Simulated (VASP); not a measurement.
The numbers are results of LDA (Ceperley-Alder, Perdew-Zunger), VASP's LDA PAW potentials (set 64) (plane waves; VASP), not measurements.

VASP input:

**KPOINTS**
```
kpoints
0
Gamma
8 8 8
0 0 0
```

**POSCAR**
```
TiO2
1.0
 -1.8575855684   1.8575855684   4.3892247784
  1.8575855684  -1.8575855684   4.3892247784
  1.8575855684   1.8575855684  -4.3892247784
Ti O
2 4
Direct
  0.7500000000   0.2500000000   0.5000000000
  0.0000000000   0.0000000000   0.0000000000
  0.5310756864   0.0310756864   0.5000000000
  0.7810756864   0.7810756864   0.0000000000
  0.2189243136   0.2189243136   0.0000000000
  0.9689243136   0.4689243136   0.5000000000
```

INCAR:
```
! general
SYSTEM =TiO2
PREC   =Accurate
ENCUT  =620
LREAL  =.FALSE.
LASPH  =.TRUE.

! electronic loop
EDIFF  =1E-6
NELM   =100
ALGO   =Normal
LMAXMIX=4

! smearing
ISMEAR =0
SIGMA  =0.05

! ions
IBRION =2
NSW    =40
ISIF   =3
EDIFFG =-0.02
PSTRESS=200

! output
LWAVE  =.FALSE.
LCHARG =.FALSE.
```

POTCAR, in this order: Ti_sv O (LDA.64 set). Program: vasp_std.

What VASP printed:

### OUTCAR
```
 ion  position               nearest neighbor table
   1  0.750  0.250  0.500-   4 1.88   5 1.88   4 1.88   5 1.88   3 1.92   6 1.92   2 2.88   2 2.88
                             2 2.88   2 2.88
   2  0.000  0.000  0.000-   3 1.88   6 1.88   3 1.88   6 1.88   5 1.92   4 1.92   1 2.88   1 2.88
                             1 2.88   1 2.88
   3  0.531  0.031  0.500-   2 1.88   2 1.88   1 1.92
   4  0.781  0.781  0.000-   1 1.88   1 1.88   2 1.92
   5  0.219  0.219  0.000-   1 1.88   1 1.88   2 1.92
   6  0.969  0.469  0.500-   2 1.88   2 1.88   1 1.92
  LATTYP: Found a body centered tetragonal cell.
 ALAT       =     3.7151711368
 C/A-ratio  =     2.3628654599
 Subroutine PRICEL returns:
 Original cell was already a primitive cell.
 Subroutine GETGRP returns: Found 16 space group operations
The static configuration has the point symmetry D_2d.
 The point group associated with its full space group is D_4h.
The dynamic configuration has the point symmetry D_2d.
 Subroutine INISYM returns: Found 16 space group operations
 Subroutine IBZKPT returns following result:
 Found     59 irreducible k-points:

 Following reciprocal coordinates:
            Coordinates               Weight
  0.000000  0.000000  0.000000      1.000000
...
```

### OSZICAR
```
       N       E                     dE             d eps       ncg     rms          rms(c)
DAV:   1     0.734738392730E+03    0.73474E+03   -0.27922E+04  3304   0.229E+03
DAV:   2     0.579329006422E+02   -0.67681E+03   -0.65544E+03  3492   0.630E+02
DAV:   3    -0.680168508300E+02   -0.12595E+03   -0.12311E+03  5280   0.231E+02
DAV:   4    -0.739293125326E+02   -0.59125E+01   -0.59063E+01  4516   0.529E+01
DAV:   5    -0.741517758315E+02   -0.22246E+00   -0.22242E+00  4660   0.884E+00    0.367E+01
DAV:   6    -0.589100527065E+02    0.15242E+02   -0.10427E+02  4176   0.107E+02    0.128E+01
DAV:   7    -0.585967074542E+02    0.31335E+00   -0.13746E+01  4452   0.315E+01    0.971E+00
DAV:   8    -0.585905872686E+02    0.61202E-02   -0.23242E+00  4352   0.160E+01    0.298E+00
DAV:   9    -0.585069384101E+02    0.83649E-01   -0.80299E-01  4336   0.909E+00    0.102E+00
DAV:  10    -0.585128610839E+02   -0.59227E-02   -0.69921E-02  3724   0.213E+00    0.240E-01
DAV:  11    -0.585118275966E+02    0.10335E-02   -0.84648E-03  4136   0.636E-01    0.657E-02
DAV:  12    -0.585118981840E+02   -0.70587E-04   -0.10288E-03  4832   0.310E-01    0.709E-02
DAV:  13    -0.585118686323E+02    0.29552E-04   -0.26097E-04  4352   0.132E-01    0.975E-03
DAV:  14    -0.585118688991E+02   -0.26680E-06   -0.11145E-05  4264   0.291E-02    0.431E-03
DAV:  15    -0.585118688991E+02   -0.42746E-10   -0.57143E-07  2312   0.631E-03
   1 F= -.50949378E+02 E0= -.50949378E+02  d E =-.509494E+02
       N       E                     dE             d eps       ncg     rms          rms(c)
DAV:   1    -0.584618153710E+02    0.50054E-01   -0.21442E+00  4248   0.171E+01    0.259E+00
DAV:   2    -0.584075212409E+02    0.54294E-01   -0.24384E-01  3840   0.498E+00    0.109E+00
DAV:   3    -0.583945067224E+02    0.13015E-01   -0.10084E-01  3484   0.241E+00    0.244E-01
DAV:   4    -0.583957456592E+02   -0.12389E-02   -0.19177E-02  4036   0.798E-01    0.182E-01
DAV:   5    -0.583960028527E+02   -0.25719E-03   -0.55712E-04  4420   0.209E-01    0.141E-01
DAV:   6    -0.583970152431E+02   -0.10124E-02   -0.16798E-03  4888   0.227E-01    0.737E-02
DAV:   7    -0.583971625677E+02   -0.14732E-03   -0.40933E-04  4992   0.132E-01    0.292E-02
DAV:   8    -0.583971897945E+02   -0.27227E-04   -0.48753E-05  4568   0.559E-02    0.809E-03
DAV:   9    -0.583971975339E+02   -0.77394E-05   -0.23617E-05  5128   0.215E-02    0.361E-03
DAV:  10    -0.583971978964E+02   -0.36248E-06   -0.11708E-06  2396   0.802E-03
   2 F= -.50944856E+02 E0= -.50944856E+02  d E =0.452217E-02
       N       E                     dE             d eps       ncg     rms          rms(c)
DAV:   1    -0.585050270564E+02   -0.10783E+00   -0.95170E-01  4256   0.116E+01    0.173E+00
DAV:   2    -0.584811010058E+02    0.23926E-01   -0.11026E-01  3800   0.338E+00    0.723E-01
DAV:   3    -0.584753039870E+02    0.57970E-02   -0.45182E-02  3320   0.156E+00    0.152E-01
DAV:   4    -0.584758090303E+02   -0.50504E-03   -0.86575E-03  4076   0.501E-01    0.136E-01
DAV:   5    -0.584759494554E+02   -0.14043E-03   -0.30216E-04  4304   0.168E-01    0.976E-02
DAV:   6    -0.584764042577E+02   -0.45480E-03   -0.73106E-04  5124   0.152E-01    0.376E-02
DAV:   7    -0.584764597377E+02   -0.55480E-04   -0.11507E-04  4964   0.651E-02    0.210E-02
DAV:   8    -0.584764737192E+02   -0.13981E-04   -0.19950E-05  4396   0.381E-02    0.496E-03
DAV:   9    -0.584764775831E+02   -0.38639E-05   -0.12469E-05  4696   0.175E-02    0.119E-03
DAV:  10    -0.584764776365E+02   -0.53383E-07   -0.46652E-07  1840   0.467E-03
   3 F= -.50950910E+02 E0= -.50950910E+02  d E =-.153251E-02
       N       E                     dE             d eps       ncg     rms          rms(c)
DAV:   1    -0.584757430859E+02    0.73450E-03   -0.99592E-05  4628   0.117E-01    0.171E-02
DAV:   2    -0.584757406797E+02    0.24062E-05   -0.11548E-05  3924   0.333E-02    0.722E-03
DAV:   3    -0.584757400653E+02    0.61436E-06   -0.41633E-06  3320   0.158E-02
   4 F= -.50950910E+02 E0= -.50950910E+02  d E =-.153219E-02
       N       E                     dE             d eps       ncg     rms          rms(c)
DAV:   1    -0.584727145988E+02    0.30261E-02   -0.40047E-02  3776   0.146E+00    0.683E-02
DAV:   2    -0.584727301738E+02   -0.15575E-04   -0.96756E-04  4128   0.236E-01    0.374E-02
DAV:   3    -0.584727108860E+02    0.19288E-04   -0.11863E-04  4204   0.937E-02    0.152E-02
DAV:   4    -0.584727117124E+02   -0.82646E-06   -0.14922E-05  4364   0.336E-02    0.697E-03
DAV:   5    -0.584727121631E+02   -0.45071E-06   -0.20690E-06  2596   0.102E-02
   5 F= -.50951044E+02 E0= -.50951044E+02  d E =-.133762E-03
```

OUTCAR:
```
------------------------ aborting loop because EDIFF is reached ----------------------------------------
  FORCE on cell =-STRESS in cart. coord.  units (eV):
  Direction    XX          YY          ZZ          XY          YZ          ZX
  --------------------------------------------------------------------------------------
  Total        7.5660536      7.5660536      7.4280973      0.0000000      0.0000000      0.0000000
  in kB      201.1801932    201.1801932    197.5119545      0.0000000      0.0000000      0.0000000
  external PRESSURE =      -0.0425530 kB  Pullay stress =     200.0000000 kB
  volume of cell :       60.26
      direct lattice vectors                 reciprocal lattice vectors
    -1.854570200  1.854570200  4.379739017     0.000000000  0.269604246  0.114162054
     1.854570200 -1.854570200  4.379739017     0.269604246  0.000000000  0.114162054
     1.854570200  1.854570200 -4.379739017     0.269604246  0.269604246  0.000000000
 POSITION                                       TOTAL-FORCE (eV/Angst)
 -----------------------------------------------------------------------------------
      0.00000      1.85457      2.18987        -0.000000     -0.000000      0.000000
      1.85457      1.85457     -4.37974        -0.000000     -0.000000      0.000000
      0.00000      1.85457      0.27120        -0.000000      0.000000     -0.015283
      0.00000      0.00000      6.84081         0.000000     -0.000000     -0.015283
      0.00000      0.00000      1.91867         0.000000     -0.000000      0.015283
     -0.00000      1.85457      4.10854        -0.000000      0.000000      0.015283
 -----------------------------------------------------------------------------------
    total drift:                               -0.000000      0.000000      0.000000
  FREE ENERGIE OF THE ION-ELECTRON SYSTEM (eV)
  ---------------------------------------------------
  free  energy   TOTEN  =       -58.4727121631 eV

  energy  without entropy=      -58.4727121631  energy(sigma->0) =      -58.47271216
  enthalpy is  TOTEN    =       -50.9510436315 eV   P V=        7.5216685316

 reached required accuracy - stopping structural energy minimisation
```
(Selected blocks of OUTCAR.)

CONTCAR:
```
TiO2
   1.00000000000000
    -1.8545701997491575    1.8545701997491575    4.3797390165336143
     1.8545701997491575   -1.8545701997491575    4.3797390165336143
     1.8545701997491575    1.8545701997491575   -4.3797390165336143
  Ti              O
     2     4
Direct
     0.7500000000000000    0.2500000000000000    0.5000000000000000
     0.0000000000000000    0.0000000000000000    1.0000000000000000
     0.5309604993841225    0.0309604993841225    0.5000000000000000
     0.7809604993841225    0.7809604993841225    0.0000000000000000
     0.2190395006158775    0.2190395006158775    0.0000000000000000
     0.9690395006158775    0.4690395006158775    0.5000000000000000
```

**OUTCAR**
```
 val. band max:        4.4462566111   @ k =   0.5000   0.5000   0.0000

 cond. band min:       6.2478599316   @ k =   0.0000   0.0000   0.0000


 Fermi energy:         4.7673809765

 k-point     1 :       0.0000    0.0000    0.0000
  band No.  band energies     occupation
      1     -51.0572      2.00000
      2     -50.9277      2.00000
      3     -28.1148      2.00000
      4     -27.7701      2.00000
      5     -27.7701      2.00000
      6     -27.6306      2.00000
      7     -27.6306      2.00000
      8     -27.4795      2.00000
      9     -13.4817      2.00000
     10     -12.4926      2.00000
     11     -11.9600      2.00000
     12     -11.8645      2.00000
     13       0.2548      2.00000
     14       0.5173      2.00000
     15       0.5173      2.00000
     16       0.6058      2.00000
     17       1.8649      2.00000
     18       1.8649      2.00000
     19       2.0957      2.00000
     20       3.6177      2.00000
     21       3.6177      2.00000
     22       3.6667      2.00000
     23       3.7433      2.00000
     24       3.7433      2.00000
     25       6.2479      0.00000
     26       7.4114      0.00000
     27       8.0993      0.00000
     28       8.0993      0.00000

 k-point     2 :       0.1250    0.0000    0.0000
  band No.  band energies     occupation
      1     -51.0531      2.00000
      2     -50.9308      2.00000
      3     -28.1104      2.00000
      4     -27.8022      2.00000
      5     -27.7732      2.00000
      6     -27.6406      2.00000
      7     -27.6258      2.00000
      8     -27.4784      2.00000
      9     -13.3712      2.00000
     10     -12.4278      2.00000
     11     -11.9246      2.00000
     12     -11.8281      2.00000
     13       0.1803      2.00000
     14       0.2069      2.00000
     15       0.5366      2.00000
     16       0.5754      2.00000
     17       1.7643      2.00000
     18       1.8388      2.00000
     19       2.2133      2.00000
     20       3.2286      2.00000
...
```

The compound is TiO2 in the anatase structure, one of several forms; rutile is the usual stable one. This run relaxes it under an external pressure of 20 GPa. Symmetry was kept, so distortions that lower it aren't found.
